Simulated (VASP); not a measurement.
OSZICAR of a VASP run on CaO (rock salt):

**OSZICAR**
```
       N       E                     dE             d eps       ncg     rms          rms(c)
DAV:   1     0.130853986486E+03    0.13085E+03   -0.86666E+03   696   0.135E+03
DAV:   2    -0.637495440573E+01   -0.13723E+03   -0.12929E+03   812   0.336E+02
DAV:   3    -0.136422972499E+02   -0.72673E+01   -0.72032E+01   932   0.764E+01
DAV:   4    -0.138684196734E+02   -0.22612E+00   -0.22594E+00   996   0.126E+01
DAV:   5    -0.138730961875E+02   -0.46765E-02   -0.46761E-02   916   0.169E+00    0.860E+00
DAV:   6    -0.121981958106E+02    0.16749E+01   -0.88925E+00   808   0.273E+01    0.371E+00
DAV:   7    -0.121691272687E+02    0.29069E-01   -0.73606E-01   936   0.827E+00    0.179E+00
DAV:   8    -0.121847088944E+02   -0.15582E-01   -0.94496E-02   752   0.347E+00    0.480E-01
DAV:   9    -0.121829674991E+02    0.17414E-02   -0.32608E-02   864   0.145E+00    0.151E-01
DAV:  10    -0.121837464924E+02   -0.77899E-03   -0.30716E-03   744   0.546E-01    0.279E-02
DAV:  11    -0.121838249075E+02   -0.78415E-04   -0.51374E-04   956   0.185E-01    0.327E-02
DAV:  12    -0.121838101489E+02    0.14759E-04   -0.78332E-05   788   0.954E-02    0.620E-03
DAV:  13    -0.121838098186E+02    0.33036E-06   -0.52037E-06   916   0.233E-02
   1 F= -.12183810E+02 E0= -.12183810E+02  d E =-.121838E+02
```

Problem. Which electronic solver shows in the log?

Solution. It is blocked Davidson (ALGO = Normal, or the opening steps of other solvers). The INCAR had ALGO = Normal.

Problem. Can the final energy be trusted as converged?

Solution. The calculation finished and met its thresholds. It stopped with EDIFF = 1E-6, NELM = 100, NSW = 60 and EDIFFG = -0.01 after 1 ionic step (revPBE GGA, plane waves, VASP's PBE PAW potentials (set 64)).

The compound is CaO in the rock salt structure. It was relaxed first. The start is the result of an earlier pass.
